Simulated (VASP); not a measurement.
Here is the system:

```xyz
3
Lattice="0.0000 3.4026 3.4026 3.4026 0.0000 3.4026 3.4026 3.4026 0.0000" Properties=species:S:1:pos:R:3 pbc="T T T"
Mg     1.7013     1.7013     1.7013
Mg     5.1039     5.1039     5.1039
Sn     3.4026     3.4026     0.0000
```

These are PW91 GGA, VASP's PBE PAW potentials (set 64) (plane waves; VASP) values and carry that method's errors. Settings: 520 eV cut-off, Gaussian smearing of 0.050 eV, potentials Mg Sn_d.

Unless said otherwise, spin-orbit coupling is left out, though it shifts the bands of the heavy elements here.

Task: Estimate the band gap (along the path) with the smallest direct gap where there is one.

Result: 
* **band gap (along the path)**: none (metal, semimetal or under 0.01 eV)

Total energies compare only between runs with the same potentials, cut-off and functional.

The compound is Mg2Sn in the antifluorite structure. It was relaxed first.
